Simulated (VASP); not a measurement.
Computed with PBE GGA, VASP's PBE PAW potentials (set 64) (plane waves; VASP).

Input for VASP

**INCAR**
```
# general
SYSTEM   = AlV2C
PREC     = Accurate
ENCUT    = 280
LREAL    = .FALSE.
LASPH    = .TRUE.

# electronic loop
EDIFF    = 1E-8
NELM     = 100
ALGO     = Normal
LMAXMIX  = 4

# smearing
ISMEAR   = 0
SIGMA    = 0.2

# functional
GGA      = PE

# ions
IBRION   = 8
NSW      = 1
ISIF     = 2

# output
LWAVE    = .FALSE.
LCHARG   = .FALSE.

# other
LEPSILON = .FALSE.
```

KPOINTS:
```
Regular mesh
0
Gamma
 11 11 2
```

### POSCAR
```
AlV2C
1.0
  2.8916430000   0.0000000000   0.0000000000
 -1.4458210000   2.5042360000   0.0000000000
  0.0000000000   0.0000000000  13.1231670000
Al V C
2 4 2
direct
  0.3333330000   0.6666670000   0.2500000000
  0.6666670000   0.3333330000   0.7500000000
  0.3333330000   0.6666670000   0.5863800000
  0.6666670000   0.3333330000   0.4136200000
  0.6666670000   0.3333330000   0.0863800000
  0.3333330000   0.6666670000   0.9136200000
  0.0000000000   0.0000000000   0.0000000000
  0.0000000000   0.0000000000   0.5000000000
```

POTCAR, in this order: Al V_sv C (PBE.64 set). Program: vasp_std.

What VASP printed:

OSZICAR:
```
...
RMM:  15    -0.113856219848E+01   -0.46464E-06   -0.19020E-05  4666   0.734E-04    0.180E-04
RMM:  16    -0.113856190950E+01    0.28898E-06   -0.99022E-06  4446   0.557E-04    0.485E-05
RMM:  17    -0.113856107630E+01    0.83320E-06   -0.35703E-06  4866   0.451E-04    0.325E-05
RMM:  18    -0.113856119321E+01   -0.11691E-06   -0.53043E-06  4737   0.396E-04    0.242E-05
RMM:  19    -0.113856103902E+01    0.15419E-06   -0.40000E-06  4971   0.374E-04    0.211E-05
RMM:  20    -0.113856093708E+01    0.10194E-06   -0.32635E-06  4970   0.363E-04    0.164E-05
RMM:  21    -0.113856086455E+01    0.72528E-07   -0.25650E-06  5154   0.356E-04    0.642E-06
RMM:  22    -0.113856080806E+01    0.56487E-07   -0.18833E-06  5319   0.347E-04    0.962E-06
RMM:  23    -0.113856079344E+01    0.14625E-07   -0.18563E-06  5313   0.343E-04    0.331E-06
RMM:  24    -0.113856077126E+01    0.22178E-07   -0.15650E-06  5496   0.338E-04    0.230E-06
RMM:  25    -0.113856075206E+01    0.19198E-07   -0.13210E-06  5412   0.335E-04    0.499E-06
RMM:  26    -0.113856073561E+01    0.16448E-07   -0.12206E-06  5422   0.334E-04    0.243E-06
RMM:  27    -0.113856072817E+01    0.74441E-08   -0.10787E-06  5569   0.333E-04    0.269E-06
RMM:  28    -0.113856072206E+01    0.61120E-08   -0.11033E-06  5637   0.332E-04    0.145E-06
RMM:  29    -0.113856072124E+01    0.81865E-09   -0.98924E-07  5674   0.332E-04    0.865E-07
RMM:  30    -0.113856072759E+01   -0.63491E-08   -0.11203E-06  5664   0.331E-04    0.123E-06
RMM:  31    -0.113856072694E+01    0.65160E-09   -0.10955E-06  5730   0.331E-04    0.128E-06
RMM:  32    -0.113856072806E+01   -0.11236E-08   -0.10803E-06  5772   0.331E-04    0.489E-07
RMM:  33    -0.113856073625E+01   -0.81874E-08   -0.11886E-06  5740   0.331E-04    0.965E-07
RMM:  34    -0.113856073391E+01    0.23395E-08   -0.11442E-06  5722   0.331E-04    0.128E-06
RMM:  35    -0.113856073817E+01   -0.42586E-08   -0.11824E-06  5791   0.331E-04    0.118E-06
RMM:  36    -0.113856074153E+01   -0.33635E-08   -0.12046E-06  5841   0.330E-04    0.881E-07
RMM:  37    -0.113856073954E+01    0.19855E-08   -0.12170E-06  5797   0.330E-04    0.123E-06
RMM:  38    -0.113856074226E+01   -0.27183E-08   -0.12301E-06  5901   0.330E-04    0.851E-07
RMM:  39    -0.113856074229E+01   -0.32870E-10   -0.12336E-06  5920   0.331E-04    0.868E-07
RMM:  40    -0.113856074100E+01    0.12952E-08   -0.12414E-06  5951   0.331E-04    0.669E-07
RMM:  41    -0.113856074155E+01   -0.55457E-09   -0.11980E-06  5961   0.331E-04    0.696E-07
RMM:  42    -0.113856074104E+01    0.50942E-09   -0.12256E-06  5952   0.331E-04    0.614E-07
RMM:  43    -0.113856073928E+01    0.17687E-08   -0.11919E-06  6027   0.331E-04    0.520E-07
RMM:  44    -0.113856073882E+01    0.45887E-09   -0.11959E-06  6038   0.331E-04    0.304E-07
RMM:  45    -0.113856073668E+01    0.21322E-08   -0.11646E-06  6015   0.331E-04    0.448E-07
RMM:  46    -0.113856073710E+01   -0.41573E-09   -0.11863E-06  6057   0.331E-04    0.292E-07
RMM:  47    -0.113856073546E+01    0.16412E-08   -0.11443E-06  6050   0.331E-04    0.409E-07
RMM:  48    -0.113856073597E+01   -0.50761E-09   -0.11617E-06  6059   0.331E-04    0.275E-07
RMM:  49    -0.113856073343E+01    0.25340E-08   -0.11384E-06  6071   0.331E-04    0.385E-07
RMM:  50    -0.113856073531E+01   -0.18755E-08   -0.11474E-06  6083   0.331E-04    0.262E-07
RMM:  51    -0.113856073258E+01    0.27235E-08   -0.11270E-06  6095   0.331E-04    0.360E-07
RMM:  52    -0.113856073345E+01   -0.86131E-09   -0.11556E-06  6095   0.331E-04    0.264E-07
RMM:  53    -0.113856073164E+01    0.18095E-08   -0.11335E-06  6108   0.331E-04    0.340E-07
RMM:  54    -0.113856073154E+01    0.95989E-10   -0.11424E-06  6120   0.331E-04    0.252E-07
RMM:  55    -0.113856073064E+01    0.90361E-09   -0.11184E-06  6116   0.331E-04    0.321E-07
RMM:  56    -0.113856073185E+01   -0.12085E-08   -0.11189E-06  6121   0.331E-04    0.243E-07
RMM:  57    -0.113856073045E+01    0.13914E-08   -0.11288E-06  6130   0.331E-04    0.302E-07
RMM:  58    -0.113856073046E+01   -0.88305E-11   -0.11101E-06  6130   0.331E-04    0.235E-07
RMM:  59    -0.113856073093E+01   -0.46375E-09   -0.11257E-06  6139   0.331E-04    0.287E-07
RMM:  60    -0.113856072989E+01    0.10345E-08   -0.11098E-06  6137   0.331E-04    0.238E-07
RMM:  61    -0.113856073002E+01   -0.12572E-09   -0.10925E-06  6138   0.331E-04    0.255E-07
 Linear response progress:
  Degree of freedom:   5/  6
       N       E                     dE             d eps       ncg     rms          rms(c)
RMM:   1    -0.119848342232E+00   -0.11985E+00    0.40249E-02 10932   0.181E+00
RMM:   2    -0.111664937094E+00    0.81834E-02   -0.17725E-02  8522   0.507E-01    0.285E-01
RMM:   3    -0.112420286667E+00   -0.75535E-03   -0.22497E-03  9185   0.176E-01    0.153E-01
RMM:   4    -0.113659412464E+00   -0.12391E-02   -0.93710E-04  9300   0.127E-01    0.245E-02
RMM:   5    -0.113666491657E+00   -0.70792E-05   -0.10892E-04  9019   0.377E-02    0.286E-02
RMM:   6    -0.113641388988E+00    0.25103E-04   -0.21906E-05  8565   0.230E-02    0.687E-03
RMM:   7    -0.113624936277E+00    0.16453E-04   -0.84814E-06 10756   0.899E-03    0.241E-03
RMM:   8    -0.113635379004E+00   -0.10443E-04   -0.72114E-07  9193   0.358E-03    0.134E-03
RMM:   9    -0.113634811896E+00    0.56711E-06   -0.65076E-08 10087   0.147E-03    0.261E-04
RMM:  10    -0.113636850174E+00   -0.20383E-05   -0.78323E-08 10497   0.612E-04    0.148E-04
RMM:  11    -0.113636723293E+00    0.12688E-06    0.12831E-08 10477   0.288E-04    0.885E-05
RMM:  12    -0.113637064753E+00   -0.34146E-06   -0.47132E-08 10888   0.210E-04    0.289E-05
RMM:  13    -0.113637338711E+00   -0.27396E-06   -0.57511E-09 10628   0.171E-04    0.140E-05
RMM:  14    -0.113637261583E+00    0.77127E-07   -0.11073E-08 11280   0.152E-04    0.720E-06
RMM:  15    -0.113637246461E+00    0.15123E-07   -0.35568E-08 11909   0.147E-04    0.357E-06
RMM:  16    -0.113637234620E+00    0.11841E-07   -0.25606E-08 11385   0.145E-04    0.203E-06
RMM:  17    -0.113637225763E+00    0.88572E-08   -0.29275E-08 11745   0.144E-04    0.155E-06
 Linear response progress:
  Degree of freedom:   6/  6
       N       E                     dE             d eps       ncg     rms          rms(c)
RMM:   1    -0.142396504454E+00   -0.14240E+00    0.11984E-01  5913   0.188E+00
RMM:   2    -0.136931527973E+00    0.54650E-02   -0.25015E-02  3731   0.620E-01    0.571E-01
RMM:   3    -0.145273255386E+00   -0.83417E-02   -0.53237E-02  4485   0.869E-01    0.108E+00
RMM:   4    -0.136583986305E+00    0.86893E-02   -0.24697E-02  3952   0.567E-01    0.377E-01
RMM:   5    -0.137891975682E+00   -0.13080E-02   -0.12406E-02  3991   0.359E-01    0.192E-01
RMM:   6    -0.137590043567E+00    0.30193E-03   -0.14197E-03  3586   0.142E-01    0.138E-01
RMM:   7    -0.137490776416E+00    0.99267E-04   -0.29979E-04  3575   0.758E-02    0.659E-02
RMM:   8    -0.137477011080E+00    0.13765E-04   -0.12622E-04  3877   0.330E-02    0.396E-02
RMM:   9    -0.137465489653E+00    0.11521E-04   -0.47087E-05  3855   0.220E-02    0.183E-02
RMM:  10    -0.137440266841E+00    0.25223E-04   -0.18168E-05  3974   0.144E-02    0.805E-03
RMM:  11    -0.137419197328E+00    0.21070E-04   -0.56144E-06  3746   0.954E-03    0.182E-03
RMM:  12    -0.137421675041E+00   -0.24777E-05   -0.13246E-06  4355   0.324E-03    0.126E-03
RMM:  13    -0.137423084520E+00   -0.14095E-05   -0.42688E-07  4580   0.107E-03    0.145E-03
RMM:  14    -0.137423672928E+00   -0.58841E-06   -0.21330E-08  3776   0.860E-04    0.669E-04
RMM:  15    -0.137424583843E+00   -0.91091E-06   -0.79162E-08  4037   0.586E-04    0.138E-04
RMM:  16    -0.137424682115E+00   -0.98272E-07    0.32801E-08  4638   0.251E-04    0.420E-05
RMM:  17    -0.137424698438E+00   -0.16323E-07   -0.58258E-08  4369   0.164E-04    0.800E-06
RMM:  18    -0.137424683152E+00    0.15286E-07    0.45464E-09  4577   0.146E-04    0.565E-06
RMM:  19    -0.137424676462E+00    0.66907E-08   -0.62511E-08  4629   0.138E-04    0.395E-06
 Linear response finished
```

### OUTCAR
```
------------------------ aborting loop because EDIFF is reached ----------------------------------------

   1 f  =   20.893905 THz   131.280276 2PiTHz  696.945644 cm-1    86.410208 meV
             X         Y         Z           dx          dy          dz
     -0.000001  1.669492  3.280792     0.000000   -0.000000    0.000000
      1.445823  0.834744  9.842375     0.000000   -0.000000    0.000000
     -0.000001  1.669492  7.695163    -0.140425   -0.079962   -0.000000
      1.445823  0.834744  5.428004    -0.140425   -0.079962    0.000000
      1.445823  0.834744  1.133579     0.140425    0.079962   -0.000000
     -0.000001  1.669492 11.989588     0.140425    0.079962   -0.000000
      0.000000  0.000000  0.000000    -0.581492   -0.331120    0.000000
      0.000000  0.000000  6.561584     0.581492    0.331120   -0.000000

   2 f  =   20.893900 THz   131.280245 2PiTHz  696.945483 cm-1    86.410188 meV
             X         Y         Z           dx          dy          dz
     -0.000001  1.669492  3.280792    -0.000000   -0.000000    0.000000
      1.445823  0.834744  9.842375    -0.000000   -0.000000   -0.000000
     -0.000001  1.669492  7.695163     0.079962   -0.140425    0.000000
      1.445823  0.834744  5.428004     0.079962   -0.140425    0.000000
      1.445823  0.834744  1.133579    -0.079962    0.140425   -0.000000
     -0.000001  1.669492 11.989588    -0.079962    0.140425   -0.000000
      0.000000  0.000000  0.000000     0.331120   -0.581492    0.000000
      0.000000  0.000000  6.561584    -0.331120    0.581492   -0.000000

   3 f  =   20.878746 THz   131.185032 2PiTHz  696.440013 cm-1    86.347518 meV
             X         Y         Z           dx          dy          dz
     -0.000001  1.669492  3.280792     0.004014    0.002286    0.000000
      1.445823  0.834744  9.842375     0.004014    0.002286   -0.000000
     -0.000001  1.669492  7.695163     0.139925    0.079678   -0.000000
      1.445823  0.834744  5.428004     0.139925    0.079678    0.000000
      1.445823  0.834744  1.133579     0.139925    0.079678   -0.000000
     -0.000001  1.669492 11.989588     0.139925    0.079678   -0.000000
      0.000000  0.000000  0.000000    -0.581719   -0.331250    0.000000
      0.000000  0.000000  6.561584    -0.581719   -0.331250    0.000000

   4 f  =   20.878741 THz   131.185002 2PiTHz  696.439851 cm-1    86.347498 meV
             X         Y         Z           dx          dy          dz
     -0.000001  1.669492  3.280792    -0.002286    0.004014   -0.000000
      1.445823  0.834744  9.842375    -0.002286    0.004014    0.000000
     -0.000001  1.669492  7.695163    -0.079678    0.139925   -0.000000
      1.445823  0.834744  5.428004    -0.079678    0.139925   -0.000000
      1.445823  0.834744  1.133579    -0.079678    0.139925   -0.000000
     -0.000001  1.669492 11.989588    -0.079678    0.139925   -0.000000
      0.000000  0.000000  0.000000     0.331250   -0.581719    0.000000
      0.000000  0.000000  6.561584     0.331250   -0.581719    0.000000

   5 f  =   19.925582 THz   125.196125 2PiTHz  664.645877 cm-1    82.405549 meV
             X         Y         Z           dx          dy          dz
     -0.000001  1.669492  3.280792    -0.000000    0.000000    0.000000
      1.445823  0.834744  9.842375    -0.000000    0.000000    0.000000
     -0.000001  1.669492  7.695163    -0.000000   -0.000000   -0.159525
      1.445823  0.834744  5.428004    -0.000000   -0.000000   -0.159525
      1.445823  0.834744  1.133579    -0.000000    0.000000    0.159525
     -0.000001  1.669492 11.989588    -0.000000    0.000000    0.159525
      0.000000  0.000000  0.000000     0.000000   -0.000000   -0.670152
      0.000000  0.000000  6.561584     0.000000    0.000000    0.670152

   6 f  =   19.924253 THz   125.187775 2PiTHz  664.601550 cm-1    82.400053 meV
             X         Y         Z           dx          dy          dz
     -0.000001  1.669492  3.280792    -0.000000    0.000000    0.009561
      1.445823  0.834744  9.842375    -0.000000    0.000000    0.009561
     -0.000001  1.669492  7.695163    -0.000000    0.000000    0.159387
      1.445823  0.834744  5.428004    -0.000000    0.000000    0.159387
      1.445823  0.834744  1.133579    -0.000000    0.000000    0.159387
     -0.000001  1.669492 11.989588    -0.000000    0.000000    0.159387
      0.000000  0.000000  0.000000     0.000000   -0.000000   -0.670149
      0.000000  0.000000  6.561584     0.000000   -0.000000   -0.670149

   7 f  =   11.772619 THz    73.969548 2PiTHz  392.692307 cm-1    48.687619 meV
             X         Y         Z           dx          dy          dz
     -0.000001  1.669492  3.280792    -0.000000    0.000000    0.433061
      1.445823  0.834744  9.842375     0.000000    0.000000   -0.433061
     -0.000001  1.669492  7.695163     0.000000    0.000000    0.395258
      1.445823  0.834744  5.428004    -0.000000    0.000000   -0.395258
      1.445823  0.834744  1.133579     0.000000    0.000000   -0.395258
     -0.000001  1.669492 11.989588    -0.000000   -0.000000    0.395258
      0.000000  0.000000  0.000000    -0.000000   -0.000000   -0.000000
      0.000000  0.000000  6.561584    -0.000000   -0.000000   -0.000000

   8 f  =   10.822798 THz    68.001643 2PiTHz  361.009667 cm-1    44.759474 meV
             X         Y         Z           dx          dy          dz
     -0.000001  1.669492  3.280792     0.000000   -0.000000    0.000000
      1.445823  0.834744  9.842375    -0.000000    0.000000    0.000000
     -0.000001  1.669492  7.695163     0.000000   -0.000000   -0.500000
      1.445823  0.834744  5.428004     0.000000    0.000000    0.500000
      1.445823  0.834744  1.133579    -0.000000    0.000000   -0.500000
     -0.000001  1.669492 11.989588    -0.000000   -0.000000    0.500000
      0.000000  0.000000  0.000000     0.000000   -0.000000   -0.000000
      0.000000  0.000000  6.561584    -0.000000    0.000000   -0.000000

   9 f  =   10.717459 THz    67.339781 2PiTHz  357.495950 cm-1    44.323829 meV
             X         Y         Z           dx          dy          dz
     -0.000001  1.669492  3.280792     0.000000   -0.000000   -0.635610
      1.445823  0.834744  9.842375     0.000000   -0.000000   -0.635610
     -0.000001  1.669492  7.695163    -0.000000    0.000000    0.209514
      1.445823  0.834744  5.428004    -0.000000    0.000000    0.209514
      1.445823  0.834744  1.133579     0.000000   -0.000000    0.209514
     -0.000001  1.669492 11.989588     0.000000   -0.000000    0.209514
      0.000000  0.000000  0.000000    -0.000000    0.000000    0.090593
      0.000000  0.000000  6.561584     0.000000   -0.000000    0.090593

  10 f  =    7.839542 THz    49.257296 2PiTHz  261.498976 cm-1    32.421726 meV
             X         Y         Z           dx          dy          dz
     -0.000001  1.669492  3.280792    -0.000000    0.000000   -0.558980
      1.445823  0.834744  9.842375     0.000000   -0.000000    0.558980
     -0.000001  1.669492  7.695163    -0.000000   -0.000000    0.306220
      1.445823  0.834744  5.428004     0.000000   -0.000000   -0.306220
      1.445823  0.834744  1.133579    -0.000000   -0.000000   -0.306220
     -0.000001  1.669492 11.989588     0.000000    0.000000    0.306220
      0.000000  0.000000  0.000000    -0.000000    0.000000   -0.000000
...
```
(Selected blocks of OUTCAR.)

The structure comes from a computed database's AlV2C entry; how it stands against other phases isn't given here. The cell was not relaxed at this level. The run is one of a series of settings (EDIFF = 1E-8, ENCUT = 280, IBRION = 8, LEPSILON = .FALSE., NSW = 1 against the base run), some of them coarse on purpose. The run is not spin-polarised, so no magnetic state was tried.
